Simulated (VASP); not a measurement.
Consider the following.

```yaml
crystal:
  lattice:
    - [1.84519, -3.19597, 0.00000]
    - [1.84519, 3.19597, 0.00000]
    - [0.00000, 0.00000, 5.87365]
  atoms:
    - { symbol: Sn, position: [0.00000, 0.00000, 0.00000] }
    - { symbol: S, position: [0.33333, 0.66667, 0.25247] }
    - { symbol: S, position: [0.66667, 0.33333, 0.74753] }
```

The numbers are results of rev-vdW-DF2, VASP's PBE PAW potentials (set 64) (plane waves; VASP), not measurements. Run with 520 eV cut-off, 8×8×4 Γ-centred mesh, tetrahedra with Blöchl corrections, potentials Sn_d S.

Estimate the energy per atom (σ→0).

```
Quantity                        Value
---------------------  --------------
energy per atom (σ→0)  -2605 meV/atom
```

Total energies compare only between runs with the same potentials, cut-off and functional.

The compound is SnS2 in the 1T layered structure. It was relaxed first.
